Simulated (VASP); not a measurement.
Runs of VASP 6.6.1 on MgO (Periclase). Symmetry: Fm-3m, No. 225, cubic system. Conventional cell: a = 4.217 Å, b = 4.217 Å, c = 4.217 Å, α = 90.00°, β = 90.00°, γ = 90.00°. Mg (site symmetry m-3m) has 6 O at 2.11 Å as nearest neighbours. O (site symmetry m-3m) is surrounded by 6 Mg at 2.11 Å. 

```csv
task,level,cell,k mesh,cutoff (eV),gap on the mesh (eV),pressure (GPa),relaxed volume (Å³/atom)
relaxation of cell and atoms,PBEsol,relaxed,12 × 12 × 12,600,4.66,0.0,9.31
relaxation of cell and atoms,AM05,relaxed,12 × 12 × 12,600,4.71,0.1,(b)
single point,PBE,as given,8 × 8 × 8,520,(c),3.4,-
relaxation of cell and atoms,r2SCAN,relaxed,12 × 12 × 12,600,(a),0.0,9.21
single point,PBEsol,as given,8 × 8 × 8,520,4.60,-0.8,-
```

Alike in all rows: potentials or basis VASP PAW PBE potentials, release 64 (Mg, O); no spin polarisation; smearing gaussian 0.03 eV.

**Question.** Fill in the values left out.

**Answer.** (a) 5.75; (b) 9.35; (c) 4.69.

Caveats: the PAW data sets were made with another functional, which shifts forces and pressure a little (some runs).

A k mesh can miss the band edges.

Not every run made on this cell is shown here.
